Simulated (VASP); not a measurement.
Level of theory: PBEsol GGA, VASP's PBE PAW potentials (set 64) (plane waves; VASP).

The input files of a VASP run:

File KPOINTS:
```
Automatic mesh
0
G
13 13 4
```

### POSCAR
```
NbZr3C4
1
    0.0000000000     2.3050131442     2.3050131442
    2.3050131442     0.0000000000     2.3050131442
    9.2258531773     9.2258531773    -0.0058006005
Zr C Nb
3 4 1
Direct
  0.0052141756   0.0052141756   0.9960893683
  0.0000000000   1.0000000000   0.2500000000
  0.9947858244   0.9947858244   0.5039106317
  0.5035375456   0.5035375456   0.1223468408
  0.4964624544   0.4964624544   0.3776531592
  0.4889880757   0.4889880757   0.6332589432
  0.5110119243   0.5110119243   0.8667410568
  0.0000000000   1.0000000000   0.7500000000
```

**INCAR**
```
! general
SYSTEM   =  NbZr3C4
PREC     =  Accurate
ENCUT    =  520   ! plane-wave cut-off (eV)
LREAL    =  .FALSE.
LASPH    =  .TRUE.

! electronic loop
EDIFF    =  1E-7
NELM     =  100   ! most electronic steps
ALGO     =  Normal   ! blocked Davidson
LMAXMIX  =  4   ! l cut-off of mixed one-centre charges

! smearing
ISMEAR   =  -5   ! tetrahedra, Bloechl

! functional
GGA      =  PS   ! PBEsol

! ions
ISIF     =  2   ! forces and stress, cell fixed

! output
LWAVE    =  .FALSE.
LCHARG   =  .TRUE.
LORBIT   =  11   ! lm-projected
NEDOS    =  601   ! DOS grid

! other
LEFG     =  .TRUE.
```

POTCAR, in this order: Zr_sv C Nb_sv (PBE.64 set). Program: vasp_std.

What will the output report for the number of irreducible k-points (NKPTS), number of bands (NBANDS), largest plane-wave count, number of space-group operations, FFT grid (NGX, NGY, NGZ)?

```json
{
 "number of irreducible k-points (NKPTS)": "189",
 "number of bands (NBANDS)": "39",
 "largest_plane_wave_count": "2673",
 "number_of_space_group_operations": "12",
 "FFT grid (NGX, NGY, NGZ)": "24 × 24 × 98"
}
```

The structure was generated: NbZr3C4 was put into an ordered model structure (R-3m), which need not be its known phase. It was relaxed first. The electron count is odd and the run is not spin-polarised, which forces a metal.
